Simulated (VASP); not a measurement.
Output of a VASP run:

File OUTCAR:
```
 ion  position               nearest neighbor table
   1  0.000  0.000  0.000-
  LATTYP: Found a body centered cubic cell.
 ALAT       =     3.3000000000
 Subroutine PRICEL returns:
 Original cell was already a primitive cell.
 Subroutine GETGRP returns: Found 48 space group operations
The static configuration has the point symmetry O_h .
The dynamic configuration has the point symmetry O_h .
 Subroutine INISYM returns: Found 48 space group operations
 Subroutine IBZKPT returns following result:
 Found    104 irreducible k-points:

 Following reciprocal coordinates:
            Coordinates               Weight
  0.000000  0.000000  0.000000      1.000000
  0.071429  0.000000  0.000000     12.000000
  0.142857  0.000000  0.000000     12.000000
  0.214286  0.000000  0.000000     12.000000
  0.285714  0.000000  0.000000     12.000000
  0.357143  0.000000  0.000000     12.000000
  0.428571  0.000000  0.000000     12.000000
  0.500000  0.000000  0.000000      6.000000
  0.071429  0.071429  0.000000     24.000000
  0.142857  0.071429  0.000000     48.000000
  0.214286  0.071429  0.000000     48.000000
  0.285714  0.071429 -0.000000     48.000000
  0.357143  0.071429  0.000000     48.000000
  0.428571  0.071429  0.000000     48.000000
  0.142857  0.142857  0.000000     24.000000
  0.214286  0.142857 -0.000000     48.000000
  0.285714  0.142857  0.000000     48.000000
  0.357143  0.142857 -0.000000     48.000000
  0.428571  0.142857 -0.000000     24.000000
  0.214286  0.214286  0.000000     24.000000
  0.285714  0.214286 -0.000000     48.000000
  0.357143  0.214286  0.000000     48.000000
  0.285714  0.285714  0.000000     24.000000
  0.357143  0.285714 -0.000000     24.000000
  0.071429  0.071429  0.071429      8.000000
  0.142857  0.071429  0.071429     24.000000
  0.214286  0.071429  0.071429     24.000000
  0.285714  0.071429  0.071429     24.000000
  0.357143  0.071429  0.071429     24.000000
  0.428571  0.071429  0.071429     12.000000
 -0.071429  0.071429  0.071429      6.000000
  0.142857  0.142857  0.071429     24.000000
  0.214286  0.142857  0.071429     48.000000
  0.285714  0.142857  0.071429     48.000000
  0.357143  0.142857  0.071429     48.000000
 -0.142857  0.142857  0.071429     24.000000
  0.214286  0.214286  0.071429     24.000000
  0.285714  0.214286  0.071429     48.000000
  0.357143  0.214286  0.071429     24.000000
 -0.214286  0.214286  0.071429     24.000000
   k-points           NKPTS =    104   k-points in BZ     NKDIM =    104   number of bands    NBANDS=     10
   number of dos      NEDOS =    301   number of ions     NIONS =      1
   total plane-waves  NPLWV =  13824
   dimension x,y,z NGX =    24 NGY =   24 NGZ =   24
   dimension x,y,z NGXF=    48 NGYF=   48 NGZF=   48
   ions per type =               1
   PREC   = accura    normal or accurate (medium, high low for compatibility)
   ISTART =      0    job   : 0-new  1-cont  2-samecut
   ICHARG =      2    charge: 1-file 2-atom 10-const
   ISPIN  =      1    spin polarized calculation?
   LNONCOLLINEAR =      F non collinear calculations
   LSORBIT =      F    spin-orbit coupling
   INIWAV =      1    electr: 0-lowe 1-rand  2-diag
   ENCUT  =  520.0 eV  38.22 Ry    6.18 a.u.   5.31  5.31  5.31*2*pi/ulx,y,z
   NELM   =    100;   NELMIN=  2; NELMDL= -5     # of ELM steps
   EDIFF  = 0.1E-05   stopping-criterion for ELM
   LREAL  =      F    real-space projection
   NLSPLINE    = F    spline interpolate recip. space projectors
   LMAXMIX     =    4 max onsite mixed and CHGCAR
   VOSKOWN=      0    Vosko Wilk Nusair interpolation
   EDIFFG = -.1E-01   stopping-criterion for IOM
   NSW    =     60    number of steps for IOM
   NBLOCK =      1;   KBLOCK =     60    inner block; outer block
   IBRION =      2    ionic relax: 0-MD 1-quasi-New 2-CG
   NFREE  =      1    steps in history (QN), initial steepest desc. (CG)
...
```

OSZICAR:
```
...
DAV:  11    -0.332375146159E+02    0.37995E-02   -0.41081E-01  3038   0.807E+00    0.591E-01
DAV:  12    -0.332373533211E+02    0.16129E-03   -0.15859E-01  2148   0.641E+00    0.958E-02
DAV:  13    -0.332345005371E+02    0.28528E-02   -0.50944E-02  2596   0.271E+00    0.152E-01
DAV:  14    -0.332339424885E+02    0.55805E-03   -0.22208E-02  2120   0.198E+00    0.121E-01
DAV:  15    -0.332317941724E+02    0.21483E-02   -0.77328E-03  2124   0.119E+00    0.204E-02
DAV:  16    -0.332318297421E+02   -0.35570E-04   -0.38911E-04  2814   0.258E-01    0.360E-02
DAV:  17    -0.332318717564E+02   -0.42014E-04   -0.85872E-05  2154   0.135E-01    0.373E-02
DAV:  18    -0.332317868478E+02    0.84909E-04   -0.12636E-04  2128   0.157E-01    0.175E-02
DAV:  19    -0.332317841653E+02    0.26825E-05   -0.57173E-06  3278   0.293E-02    0.853E-03
DAV:  20    -0.332317679816E+02    0.16184E-04   -0.15586E-05  2132   0.621E-02    0.575E-03
DAV:  21    -0.332317671576E+02    0.82395E-06   -0.44772E-06  2128   0.285E-02
   1 F= -.33231767E+02 E0= -.33231704E+02  d E =-.332318E+02
       N       E                     dE             d eps       ncg     rms          rms(c)
DAV:   1    -0.332505302636E+02   -0.18762E-01   -0.64672E-01  2232   0.135E+01    0.109E+00
DAV:   2    -0.332359761253E+02    0.14554E-01   -0.68304E-02  2128   0.388E+00    0.393E-01
DAV:   3    -0.332364952369E+02   -0.51911E-03   -0.84944E-02  2384   0.370E+00    0.257E-01
DAV:   4    -0.332309738196E+02    0.55214E-02   -0.18231E-02  2094   0.193E+00    0.182E-01
DAV:   5    -0.332314097737E+02   -0.43595E-03   -0.13829E-03  2216   0.514E-01    0.840E-02
DAV:   6    -0.332333865903E+02   -0.19768E-02   -0.10040E-02  2088   0.145E+00    0.617E-02
DAV:   7    -0.332315285927E+02    0.18580E-02   -0.37828E-03  2096   0.956E-01    0.397E-02
DAV:   8    -0.332315213241E+02    0.72686E-05   -0.20581E-04  2388   0.188E-01    0.422E-02
DAV:   9    -0.332313562434E+02    0.16508E-03   -0.39636E-04  2098   0.296E-01    0.344E-03
DAV:  10    -0.332313446884E+02    0.11555E-04   -0.39684E-05  2372   0.978E-02    0.114E-03
DAV:  11    -0.332313436615E+02    0.10269E-05   -0.58771E-06  2304   0.353E-02    0.191E-03
DAV:  12    -0.332313436205E+02    0.41034E-07   -0.69126E-07  1254   0.116E-02
   2 F= -.33231344E+02 E0= -.33231310E+02  d E =0.423537E-03
       N       E                     dE             d eps       ncg     rms          rms(c)
DAV:   1    -0.332400658361E+02   -0.87222E-02   -0.27939E-01  2256   0.885E+00    0.706E-01
DAV:   2    -0.332336450534E+02    0.64208E-02   -0.28517E-02  2118   0.250E+00    0.258E-01
DAV:   3    -0.332344664235E+02   -0.82137E-03   -0.40466E-02  2294   0.255E+00    0.160E-01
DAV:   4    -0.332316748312E+02    0.27916E-02   -0.99736E-03  2084   0.138E+00    0.122E-01
DAV:   5    -0.332318944738E+02   -0.21964E-03   -0.61427E-04  2244   0.350E-01    0.574E-02
DAV:   6    -0.332327197030E+02   -0.82523E-03   -0.39783E-03  2084   0.903E-01    0.356E-02
DAV:   7    -0.332319522966E+02    0.76741E-03   -0.16515E-03  2082   0.625E-01    0.299E-02
DAV:   8    -0.332319942316E+02   -0.41935E-04   -0.89101E-05  2172   0.128E-01    0.276E-02
DAV:   9    -0.332319518169E+02    0.42415E-04   -0.10436E-04  2100   0.153E-01    0.678E-03
DAV:  10    -0.332319444022E+02    0.74148E-05   -0.23140E-05  2176   0.662E-02    0.147E-03
DAV:  11    -0.332319433176E+02    0.10845E-05   -0.15648E-06  2052   0.186E-02    0.238E-03
DAV:  12    -0.332319439570E+02   -0.63940E-06   -0.26175E-07  1098   0.828E-03
   3 F= -.33231944E+02 E0= -.33231891E+02  d E =-.176799E-03
```

### OUTCAR
```
------------------------ aborting loop because EDIFF is reached ----------------------------------------
  FORCE on cell =-STRESS in cart. coord.  units (eV):
  Direction    XX          YY          ZZ          XY          YZ          ZX
  --------------------------------------------------------------------------------------
  Total       -0.0075170     -0.0075170     -0.0075170      0.0000000      0.0000000      0.0000000
  in kB       -0.6730629     -0.6730629     -0.6730629      0.0000000      0.0000000      0.0000000
  external PRESSURE =      -0.6730629 kB  Pullay stress =       0.0000000 kB
  volume of cell :       17.89
      direct lattice vectors                 reciprocal lattice vectors
    -1.647705818  1.647705818  1.647705818     0.000000000  0.303452227  0.303452227
     1.647705818 -1.647705818  1.647705818     0.303452227  0.000000000  0.303452227
     1.647705818  1.647705818 -1.647705818     0.303452227  0.303452227  0.000000000
 POSITION                                       TOTAL-FORCE (eV/Angst)
 -----------------------------------------------------------------------------------
      0.00000      0.00000      0.00000         0.000000     -0.000000     -0.000000
 -----------------------------------------------------------------------------------
    total drift:                               -0.000000     -0.000000      0.000000
  FREE ENERGIE OF THE ION-ELECTRON SYSTEM (eV)
  ---------------------------------------------------
  free  energy   TOTEN  =       -33.2319439570 eV

  energy  without entropy=      -33.2317862581  energy(sigma->0) =      -33.23189139

 reached required accuracy - stopping structural energy minimisation
```
(Selected blocks of OUTCAR.)

POSCAR:
```
Nb
1
   -1.6500000000     1.6500000000     1.6500000000
    1.6500000000    -1.6500000000     1.6500000000
    1.6500000000     1.6500000000    -1.6500000000
Nb
1
Direct
  0.0000000000   0.0000000000   0.0000000000
```

Write an INCAR and KPOINTS that could have produced this output.

One answer among several that fit: the input of the run itself, SCAN meta-GGA, plane waves, VASP's PBE PAW potentials (set 64).

INCAR:
```
SYSTEM = Nb
PREC = Accurate
ENCUT = 520
EDIFF = 1E-6
NELM = 100
ALGO = Normal
LREAL = .FALSE.
LASPH = .TRUE.
ISMEAR = 1
SIGMA = 0.1
METAGGA = SCAN
LMIXTAU = .TRUE.
LMAXMIX = 4
LWAVE = .FALSE.
LCHARG = .FALSE.
IBRION = 2
ISIF = 3
NSW = 60
EDIFFG = -0.01
```

### KPOINTS
```
Automatic mesh
0
Gamma
14 14 14
0 0 0
```

POTCAR, in this order: Nb_sv (PBE.64 set). Program: vasp_std.

The compound is Nb in the bcc structure. This run relaxes it. Symmetry was kept, so distortions that lower it aren't found.
